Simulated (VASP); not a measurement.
A run of VASP 6.6.1:

The input INCAR:

```
SYSTEM = ZrC
  PREC = Accurate
  ENCUT = 520
  EDIFF = 1E-7
  ISMEAR = 0
  SIGMA = 0.1
  LREAL = .FALSE.
  LASPH = .TRUE.
  NELM = 100
  ALGO = Normal
  ISIF = 2
  LWAVE = .FALSE.
  LCHARG = .FALSE.
  GGA = PE
  IVDW = 12
  NBANDS = 15
```

Contents of KPOINTS:

```
Automatic mesh
0
G
  20 20 20
  0 0 0
```

Contents of POSCAR:

```
ZrC
1.0
    0.0000000000      2.3366176467      2.3366176467
    2.3366176467      0.0000000000      2.3366176467
    2.3366176467      2.3366176467      0.0000000000
Zr C
1 1
Direct
    0.0000000000      0.0000000000      0.0000000000
    0.5000000000      0.5000000000      0.5000000000
```

Potentials or basis: VASP PAW PBE potentials, release 64 (Zr_sv, C).

The run is started by

```sh
$ cat potpaw_PBE.64/Zr_sv/POTCAR potpaw_PBE.64/C/POTCAR > POTCAR
$ mpirun -np 1 vasp_std > vasp.out
```

Hardware: 1 thread of Intel(R) Xeon(R) Platinum 8488C (Sapphire Rapids), with other jobs on the host.

Question: Estimate the wall time of this run.

Answer: It took 67 s on 1 thread of Intel(R) Xeon(R) Platinum 8488C (Sapphire Rapids), with other jobs on the host, peak memory 0.24 GiB. Counts: scf iterations 14, k points 256.
